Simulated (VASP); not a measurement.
# SiSnH6 in VASP: a series of runs

Aim: see how the results for SiSnH6 move with the level of theory and the settings. Levels: PBE+TS, PBE, HSE06+TS. Tasks: atomic charges, electron localisation function, single point.

Program: VASP 6.6.1. These are calculated values, not measurements. Logs are shortened: lines on timing, memory, paths and dates and some standing lists are left out, and cuts for length are marked.

## (1) Starting point

The cell holds a molecule in a box, 8 atoms: a = 14.000 Å, b = 12.000 Å, c = 13.000 Å, α = 90.00°, β = 90.00°, γ = 90.00°.

## (2) Atomic charges, PBE+TS

File INCAR:

```
PREC = Accurate
ENCUT = 520
EDIFF = 1E-6
ISMEAR = 0
SIGMA = 0.01
LREAL = False
LASPH = True
NELM = 60
ALGO = Fast
ISIF = 2
LWAVE = False
LCHARG = False
GGA = PE
IVDW = 2
LORBIT = 11
```

File KPOINTS:

```
regular mesh
0
Gamma
  1 1 1
```

File POSCAR:

```
SiSnH6
1.0
   14.0000000000      0.0000000000      0.0000000000
    0.0000000000     12.0000000000      0.0000000000
    0.0000000000      0.0000000000     13.0000000000
Si Sn H
1 1 6
Direct
    0.4491571400      0.5182625000      0.4119923100
    0.5372714300      0.4973708300      0.5835000000
    0.3456928600      0.5377541700      0.4304230800
    0.4603642900      0.4154875000      0.3492846200
    0.4884642900      0.6141875000      0.3532846200
    0.5257500000      0.6153125000      0.6559461500
    0.6561642900      0.4739291700      0.5637307700
    0.4923500000      0.3881875000      0.6524615400
```

Potentials or basis: VASP PAW PBE potentials, release 64 (Si, Sn_d, H).

On the command line:

```console
> cat potpaw_PBE.64/Si/POTCAR potpaw_PBE.64/Sn_d/POTCAR potpaw_PBE.64/H/POTCAR > POTCAR
> mpirun -np 1 vasp_gam > vasp.out
```

OUTCAR:

```text
PREC = Accurate
   ENCUT = 520
   EDIFF = 1E-6
   ISMEAR = 0
   LREAL = False
   LASPH = True
   NELM = 60
   ISIF = 2
   GGA = PE
   IVDW = 2
   LORBIT = 11
  IVDW =   2

 ion  position               nearest neighbor table
   1  0.449  0.518  0.412-   4 1.49   3 1.49   5 1.49   2 2.56
   2  0.537  0.497  0.584-   7 1.71   8 1.71   6 1.71   1 2.56
   3  0.346  0.538  0.430-   1 1.49
   4  0.460  0.415  0.349-   1 1.49
   5  0.488  0.614  0.353-   1 1.49
   6  0.526  0.615  0.656-   2 1.71
   7  0.656  0.474  0.564-   2 1.71
   8  0.492  0.388  0.652-   2 1.71

  LATTYP: Found a simple orthorhombic cell.
 ALAT       =    12.0000000000
 B/A-ratio  =     1.0833333333
 C/A-ratio  =     1.1666666667

  Lattice vectors:

 A1 = (   0.0000000000,  12.0000000000,   0.0000000000)
 A2 = (   0.0000000000,   0.0000000000,  13.0000000000)
 A3 = (  14.0000000000,   0.0000000000,   0.0000000000)

Analysis of symmetry for initial positions (statically):
=====================================================================
 Subroutine PRICEL returns:
 Original cell was already a primitive cell.

 Routine SETGRP: Setting up the symmetry group for a
 simple orthorhombic supercell.

 Subroutine GETGRP returns: Found  1 space group operations
 (whereof  1 operations were pure point group operations)
 out of a pool of  8 trial point group operations.

The static configuration has the point symmetry C_1 .

Analysis of symmetry for dynamics (positions and initial velocities):
=====================================================================
 Subroutine PRICEL returns:
 Original cell was already a primitive cell.

 Routine SETGRP: Setting up the symmetry group for a
 simple orthorhombic supercell.

 Subroutine GETGRP returns: Found  1 space group operations
 (whereof  1 operations were pure point group operations)
 out of a pool of  8 trial point group operations.

The dynamic configuration has the point symmetry C_1 .

 Subroutine INISYM returns: Found  1 space group operations
 (whereof  1 operations are pure point group operations),
 and found     1 'primitive' translations

----------------------------------------------------------------------------------------

                                     Primitive cell

  volume of cell :    2184.0000

  direct lattice vectors                    reciprocal lattice vectors
    14.000000000  0.000000000  0.000000000     0.071428571  0.000000000  0.000000000
     0.000000000 12.000000000  0.000000000     0.000000000  0.083333333  0.000000000
     0.000000000  0.000000000 13.000000000     0.000000000  0.000000000  0.076923077

  length of vectors
    14.000000000 12.000000000 13.000000000     0.071428571  0.083333333  0.076923077

  position of ions in fractional coordinates (direct lattice)
     0.449157140  0.518262500  0.411992310
     0.537271430  0.497370830  0.583500000
     0.345692860  0.537754170  0.430423080
     0.460364290  0.415487500  0.349284620
     0.488464290  0.614187500  0.353284620
     0.525750000  0.615312500  0.655946150
     0.656164290  0.473929170  0.563730770
     0.492350000  0.388187500  0.652461540

  ion indices of the primitive-cell ions
   primitive index   ion index
                 1           1
                 2           2
                 3           3
                 4           4
                 5           5
                 6           6
                 7           7
                 8           8

----------------------------------------------------------------------------------------

 KPOINTS: regular mesh

Automatic generation of k-mesh.
 Grid dimensions read from file:
 generate k-points for:    1    1    1

 Generating k-lattice:

  Cartesian coordinates                     Fractional coordinates (reciprocal lattice)
     0.071428571  0.000000000  0.000000000     1.000000000  0.000000000  0.000000000
     0.000000000  0.083333333  0.000000000     0.000000000  1.000000000  0.000000000
     0.000000000  0.000000000  0.076923077     0.000000000  0.000000000  1.000000000

  Length of vectors
     0.071428571  0.083333333  0.076923077

  Shift w.r.t. Gamma in fractional coordinates (k-lattice)
     0.000000000  0.000000000  0.000000000

 Subroutine IBZKPT returns following result:
 ===========================================

 Found      1 irreducible k-points:

 Following reciprocal coordinates:
            Coordinates               Weight
  0.000000  0.000000  0.000000      1.000000
   k-points           NKPTS =      1   k-points in BZ     NKDIM =      1   number of bands    NBANDS=     17
   number of dos      NEDOS =    301   number of ions     NIONS =      8
   total plane-waves  NPLWV = 952560
   dimension x,y,z NGX =   108 NGY =   90 NGZ =   98
   dimension x,y,z NGXF=   216 NGYF=  180 NGZF=  196
   ions per type =               1   1   6
   NGX,Y,Z   is equivalent  to a cutoff of  12.82, 12.47, 12.53 a.u.
   NGXF,Y,Z  is equivalent  to a cutoff of  25.65, 24.94, 25.06 a.u.
 SYSTEM =  unknown system
   PREC   = accura    normal or accurate (medium, high low for compatibility)
   ISTART =      0    job   : 0-new  1-cont  2-samecut
   ICHARG =      2    charge: 1-file 2-atom 10-const
   ISPIN  =      1    spin polarized calculation?
   LNONCOLLINEAR =      F non collinear calculations
   LSORBIT =      F    spin-orbit coupling
   LASPH  =      T    aspherical Exc in radial PAW
   ENCUT  =  520.0 eV  38.22 Ry    6.18 a.u.  26.03 22.31 24.17*2*pi/ulx,y,z
   NELM   =     60;   NELMIN=  2; NELMDL= -5     # of ELM steps
   EDIFF  = 0.1E-05   stopping-criterion for ELM
   LREAL  =      F    real-space projection
   EDIFFG = 0.1E-04   stopping-criterion for IOM
   NSW    =      0    number of steps for IOM
   IBRION =     -1    ionic relax: 0-MD 1-quasi-New 2-CG
   NFREE  =      0    steps in history (QN), initial steepest desc. (CG)
   ISIF   =      2    stress and relaxation
   ISYM   =      2    0-nonsym 1-usesym 2-fastsym
   POTIM  = 0.5000    time-step for ionic-motion
   TEBEG  =    0.0;   TEEND  =   0.0 temperature during run
   PSTRESS=    0.0 pullay stress
   NELECT =      24.0000    total number of electrons
   NUPDOWN=      -1.0000    fix difference up-down
   EMIN   =  10.00;   EMAX   =-10.00  energy-range for DOS
   EFERMI =   0.00;   METHOD = LEGACY
   ISMEAR =     0;   SIGMA  =   0.01  broadening in eV -4-tet -1-fermi 0-gaus
   EFERMI_NEDOS =   21; number of points for ismear=-14 and -15
   IALGO  =     68    algorithm
   IMIX   =      4    mixing-type and parameters
     AMIX     =   0.40;   BMIX     =  1.00
     AMIX_MAG =   1.60;   BMIX_MAG =  1.00
  volume/ion in A,a.u.               =     273.00      1842.29
  Fermi-wavevector in a.u.,A,eV,Ry     =   0.363966  0.687796  1.802383  0.132471
  Thomas-Fermi vector in A             =   1.286425
   LORBIT       =     11    0 simple, 1 ext, 2 COOP (PROOUT), +10 PAW based schemes
   GGA     = PE    functional components
   LHFCALC =     F    Hartree Fock is set to
   AEXX    =    0.0000 exact exchange contribution
   IVDW    =     2    specifies the selected vdW correction
   LEPSILON=     F    determine dielectric tensor
   LRPA    =     F    only Hartree local field effects (RPA)
 non-spin polarized calculation
 RMM-DIIS sequential band-by-band and
 Gauss-broadening in eV      SIGMA  =   0.01
  energy-cutoff  :      520.00
  volume of cell :     2184.00
 maximum number of plane-waves:     29381
 NGX is ok and might be reduce to   108
   NGX = 53   NGY = 45   NGZ = 49

 number of electron      23.9999991 magnetization

 Free energy of the ion-electron system (eV)
  ---------------------------------------------------
  ext. energy  EPLUGINS =         0.00000000
  ---------------------------------------------------
  free energy    TOTEN  =       -28.33190750 eV

  energy without entropy =      -28.33190750  energy(sigma->0) =      -28.33190750

 E-fermi :  -6.6175     XC(G=0):  -0.7755

 val. band max:       -6.6754282060   @ k =   0.0000   0.0000   0.0000
 cond. band min:      -0.7470534645   @ k =   0.0000   0.0000   0.0000
 fundamental gap:      5.9283747415
 Fermi energy:        -6.6175497892

 k-point     1 :       0.0000    0.0000    0.0000
  band No.  band energies     occupation
      1     -25.2981      2.00000
      2     -25.2981      2.00000
      3     -25.2546      2.00000
      4     -25.1782      2.00000
      5     -25.1782      2.00000
      6     -13.4655      2.00000
      7     -11.9371      2.00000
      8      -8.4245      2.00000
      9      -8.4241      2.00000
     10      -7.5330      2.00000
     11      -7.5326      2.00000
     12      -6.6754      2.00000
     13      -0.7471      0.00000
     14      -0.5103      0.00000
     15      -0.4081      0.00000
     16      -0.4071      0.00000
     17       0.3209      0.00000

------------------------ aborting loop because EDIFF is reached ----------------------------------------

  Hirshfeld charges:
            ion         q(e)
   ------------------------------
      1     Si       0.18198563
      2     Sn       0.28512221
      3     H       -0.06683322
      4     H       -0.06681084
      5     H       -0.06682989
      6     H       -0.08888415
      7     H       -0.08889625
      8     H       -0.08885348

  Tkatchenko/Scheffler method for vdW energy calculation

  Number of pair interactions contributing to vdW energy:    8690

  Edisp (eV):   -0.05472

  FORCE on cell =-STRESS in cart. coord.  units (eV):
  Direction    XX          YY          ZZ          XY          YZ          ZX
  --------------------------------------------------------------------------------------
  -------------------------------------------------------------------------------------
  Total       0.54406     0.55448     0.50741     0.00295     0.00550    -0.02580
  in kB       0.39912     0.40677     0.37224     0.00217     0.00403    -0.01893
  external pressure =        0.39 kB  Pullay stress =        0.00 kB

 VOLUME and BASIS-vectors are now :
 -----------------------------------------------------------------------------
  energy-cutoff  :      520.00
  volume of cell :     2184.00
      direct lattice vectors                 reciprocal lattice vectors
    14.000000000  0.000000000  0.000000000     0.071428571  0.000000000  0.000000000
     0.000000000 12.000000000  0.000000000     0.000000000  0.083333333  0.000000000
     0.000000000  0.000000000 13.000000000     0.000000000  0.000000000  0.076923077

 POSITION                                       TOTAL-FORCE (eV/Angst)
 -----------------------------------------------------------------------------------
      6.28820      6.21915      5.35590         0.002991     -0.000016      0.005627
      7.52180      5.96845      7.58550        -0.016339      0.004358     -0.028799
      4.83970      6.45305      5.59550        -0.129682      0.020976      0.013498
      6.44510      4.98585      4.54070         0.009653     -0.106489     -0.077573
      6.83850      7.37025      4.59270         0.043758      0.099956     -0.073287
      7.36050      7.38375      8.52730        -0.016224      0.143356      0.096104
      9.18630      5.68715      7.32850         0.169958     -0.028496     -0.026391
      6.89290      4.65825      8.48200        -0.064116     -0.133645      0.090820
 -----------------------------------------------------------------------------------
    total drift:                                0.000531     -0.000315     -0.000156

  FREE ENERGIE OF THE ION-ELECTRON SYSTEM (eV)
  ---------------------------------------------------
  free  energy   TOTEN  =       -28.3866288910 eV

  energy  without entropy=      -28.3866288910  energy(sigma->0) =      -28.38662889

 total charge

# of ion       s       p       d       tot
------------------------------------------
    1        0.729   1.014   0.000   1.744
    2        1.075   1.482  10.026  12.583
    3        0.570   0.014   0.000   0.584
    4        0.570   0.014   0.000   0.584
    5        0.570   0.014   0.000   0.584
    6        0.525   0.009   0.000   0.534
    7        0.525   0.009   0.000   0.534
    8        0.525   0.009   0.000   0.534
--------------------------------------------------
tot          5.089   2.566  10.026  17.681
```

It took 4.3 min on 1 thread of Intel Xeon Platinum 8259CL at 2.50GHz (Skylake/Cascade Lake), shared host; peak memory 1.6 GiB.

What came out:

* Free energy: -28.3866 eV
* Largest force: 0.174 eV/Å
* Gap between the frontier levels: 5.93 eV
* Valence electrons inside the program's atomic spheres: Si 1.74; Sn 12.58; H 0.58, 0.53
* Hirshfeld charges: Si +0.18; Sn +0.29; H -0.07, -0.09 e
* Dispersion energy per atom: -0.007 eV

Forces in eV/Å, atoms in the order of the input:
```
Si   0.003  0.000  0.006
Sn  -0.016  0.004 -0.029
H   -0.130  0.021  0.013
H    0.010 -0.106 -0.078
H    0.044  0.100 -0.073
H   -0.016  0.143  0.096
H    0.170 -0.028 -0.026
H   -0.064 -0.134  0.091
```

Levels at points of the mesh, in eV from the valence-band top:
```tsv
k point	band 10	band 11	band 12	band 13	band 14	band 15
(0.00, 0.00, 0.00)	-0.86	-0.86	0.00	5.93	6.17	6.27
```

Caveat: spin-orbit coupling is left out, which moves the levels of the heavy elements. A hybrid or GW would open this gap; PBE tends to underestimate it.

## (3) Electron localisation function, PBE

File INCAR:

```
PREC     = Accurate       # precision mode
ENCUT    = 520            # plane-wave cutoff, eV
EDIFF    = 1E-6           # SCF threshold, eV
ISMEAR   = 0              # smearing method
SIGMA    = 0.01           # smearing width, eV
LREAL    = False          # projectors in reciprocal space
LASPH    = True           # aspherical terms in the spheres
NELM     = 100            # most SCF steps
ALGO     = Normal         # electronic algorithm
ISIF     = 2              # what is computed and relaxed
LWAVE    = False          # write WAVECAR
LCHARG   = True           # write CHGCAR
GGA      = PE             # functional
LELF     = True           # ELF
```

KPOINTS is that of step 2.

POSCAR is that of step 2.

Potentials or basis: VASP PAW PBE potentials, release 64 (Si, Sn_d, H).

On the command line:

```console
> cat potpaw_PBE.64/Si/POTCAR potpaw_PBE.64/Sn_d/POTCAR potpaw_PBE.64/H/POTCAR > POTCAR
> mpirun -np 1 vasp_gam > vasp.out
```

Run time: 4 min. Hardware: 1 thread of Intel Xeon Platinum 8259CL at 2.50GHz (Skylake/Cascade Lake), shared host; peak memory 1.5 GiB.

It converged, with:

```
Free energy                     : -28.3319 eV
Largest force                   : 0.173 eV/Å
Gap between the frontier levels : 5.93 eV
```

Forces in eV/Å, atoms in the order of the input:
```
Si  -0.002  0.001 -0.003
Sn  -0.025  0.006 -0.044
H   -0.120  0.019  0.012
H    0.009 -0.099 -0.072
H    0.041  0.093 -0.068
H   -0.013  0.139  0.100
H    0.169 -0.028 -0.020
H   -0.059 -0.131  0.095
```

Levels at points of the mesh, in eV from the valence-band top:
```csv
k point,band 8,band 9,band 10,band 11,band 12,band 13,band 14,band 15,band 16,band 17
"(0.00, 0.00, 0.00)",-1.75,-1.75,-0.86,-0.86,0.00,5.93,6.17,6.27,6.27,6.94
```

Caveat: spin-orbit coupling is left out, which moves the levels of the heavy elements.

## (4) Single point, HSE06+TS

File POSCAR:

```
SiSnH6
1.0
   14.0000000000      0.0000000000      0.0000000000
    0.0000000000     12.0000000000      0.0000000000
    0.0000000000      0.0000000000     13.0000000000
Si Sn H
1 1 6
Cartesian
    6.2881999600      6.2191500000      5.3559000300
    7.5218000200      5.9684499600      7.5855000000
    4.8397000400      6.4530500400      5.5955000400
    6.4451000600      4.9858500000      4.5407000600
    6.8385000600      7.3702500000      4.5927000600
    7.3605000000      7.3837500000      8.5272999500
    9.1863000600      5.6871500400      7.3285000100
    6.8929000000      4.6582500000      8.4820000200
```

File INCAR.step1:

```
  PREC = Accurate
  ENCUT = 520
  EDIFF = 1E-5
  ISMEAR = 0
  SIGMA = 0.01
  LREAL = False
  LASPH = True
  NELM = 80
  ALGO = Normal
  ISIF = 2
  LWAVE = True
  LCHARG = False
  NBANDS = 22
  GGA = PE
```

File INCAR.step2:

```
  PREC = Accurate
  ENCUT = 520
  EDIFF = 1E-7
  ISMEAR = 0
  SIGMA = 0.01
  LREAL = False
  LASPH = True
  NELM = 80
  ALGO = Normal
  ISIF = 2
  LWAVE = False
  LCHARG = False
  GGA = PE
  LHFCALC = True
  HFSCREEN = 0.2
  PRECFOCK = Fast
  IVDW = 2
  NBANDS = 22
  ISTART = 1
```

File KPOINTS:

```
Automatic mesh
0
Gamma
  1 1 1
```

On the command line:

```console
> cat potpaw_PBE.64/Si/POTCAR potpaw_PBE.64/Sn_d/POTCAR potpaw_PBE.64/H/POTCAR > POTCAR
> cp INCAR.step1 INCAR
> mpirun -np 1 vasp_gam > vasp.out
> cp INCAR.step2 INCAR
> mpirun -np 1 vasp_gam > vasp.out
```

Run time: 18 min. Hardware: 1 thread of Intel Xeon Platinum 8259CL at 2.50GHz (Skylake/Cascade Lake), shared host; peak memory 1.6 GiB.

Results (log left out):

```
Free energy                     : -33.2383 eV
Largest force                   : 0.061 eV/Å
Gap between the frontier levels : 6.95 eV
Hirshfeld charges               : Si +0.19; Sn +0.30; H -0.07, -0.09 e
Dispersion energy per atom      : -0.006 eV
```

Forces on the atoms (eV/Å):
```
Si  -0.029  0.005 -0.053
Sn   0.019 -0.004  0.034
H    0.044 -0.004 -0.012
H   -0.002  0.034  0.017
H   -0.023 -0.035  0.022
H   -0.007  0.005  0.004
H    0.001  0.002 -0.013
H   -0.003 -0.004  0.001
```

Levels at points of the mesh, in eV from the valence-band top:
```
           k point  band 9  band 10  band 11  band 12  band 13  band 14  band 15  band 16
(0.00, 0.00, 0.00)   -2.04    -1.03    -1.03     0.00     6.95     7.07     7.33     7.34
```

Caveat: the PAW data sets were made with another functional, which shifts forces and pressure a little; spin-orbit coupling is left out, which moves the levels of the heavy elements.

## (5) Summary

| task | level | grid for exact exchange (PRECFOCK) | screening parameter | gap on the mesh (eV) | largest force (eV/Å) |
| --- | --- | --- | --- | --- | --- |
| atomic charges | PBE+TS | - | - | 5.93 | 0.17 |
| electron localisation function | PBE | - | - | 5.93 | 0.17 |
| single point | HSE06+TS | Fast | 0.2 1/A | 6.95 | 0.06 |

Alike in all rows: potentials or basis VASP PAW PBE potentials, release 64 (Si, Sn_d, H); no spin polarisation; cell as given; k mesh 1 × 1 × 1; cutoff (eV) 520; smearing gaussian 0.01 eV.

On the cell as given the gap runs from 5.93 eV (PBE+TS) to 6.95 eV (HSE06+TS).

Caveats: spin-orbit coupling is left out, which moves the levels of the heavy elements; the PAW data sets were made with another functional, which shifts forces and pressure a little (some runs).

Absolute energies hang on the potentials; compare differences alone.
